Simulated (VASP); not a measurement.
Here is the system:

```xyz
2
Lattice="2.8399 0.0000 0.0000 0.0000 2.8399 0.0000 0.0000 0.0000 2.8399" Properties=species:S:1:pos:R:3 pbc="T T T"
Al     1.4200     1.4200     1.4200
Fe     0.0000     0.0000     0.0000
```

Calculation: r2SCAN meta-GGA, VASP's PBE PAW potentials (set 64) (plane waves; VASP). Run with 400 eV cut-off, 14×14×14 Γ-centred mesh, tetrahedra with Blöchl corrections, potentials Al Fe.

### Question
Tabulate the total density of states (states/eV per cell) against energy (eV; zero at the valence-band maximum or, without a gap, the Fermi level).

### Answer

```json
[
 {"E (eV)": "-9.94", "DOS (states/eV)": "0.14"},
 {"E (eV)": "-9.37", "DOS (states/eV)": "0.19"},
 {"E (eV)": "-8.79", "DOS (states/eV)": "0.22"},
 {"E (eV)": "-8.33", "DOS (states/eV)": "0.26"},
 {"E (eV)": "-7.76", "DOS (states/eV)": "0.30"},
 {"E (eV)": "-7.18", "DOS (states/eV)": "0.35"},
 {"E (eV)": "-6.61", "DOS (states/eV)": "0.43"},
 {"E (eV)": "-6.04", "DOS (states/eV)": "0.49"},
 {"E (eV)": "-5.46", "DOS (states/eV)": "0.58"},
 {"E (eV)": "-4.89", "DOS (states/eV)": "0.59"},
 {"E (eV)": "-4.43", "DOS (states/eV)": "0.53"},
 {"E (eV)": "-3.85", "DOS (states/eV)": "0.62"},
 {"E (eV)": "-3.28", "DOS (states/eV)": "1.84"},
 {"E (eV)": "-2.70", "DOS (states/eV)": "1.18"},
 {"E (eV)": "-2.13", "DOS (states/eV)": "2.65"},
 {"E (eV)": "-1.67", "DOS (states/eV)": "1.30"},
 {"E (eV)": "-1.09", "DOS (states/eV)": "2.98"},
 {"E (eV)": "-0.52", "DOS (states/eV)": "5.77"},
 {"E (eV)": "0.06", "DOS (states/eV)": "2.75"},
 {"E (eV)": "0.63", "DOS (states/eV)": "0.39"},
 {"E (eV)": "1.21", "DOS (states/eV)": "0.25"},
 {"E (eV)": "1.78", "DOS (states/eV)": "1.74"},
 {"E (eV)": "2.24", "DOS (states/eV)": "0.83"},
 {"E (eV)": "2.82", "DOS (states/eV)": "0.53"},
 {"E (eV)": "3.39", "DOS (states/eV)": "0.28"}
]
```
Within 2 eV below the Fermi level the largest weight inside VASP's projection spheres is Fe d.

The compound is FeAl in the CsCl type structure. It was relaxed first, which changed the volume by -7 %. The run is not spin-polarised, so no magnetic state was tried. The electron count is odd and the run is not spin-polarised, which forces a metal.
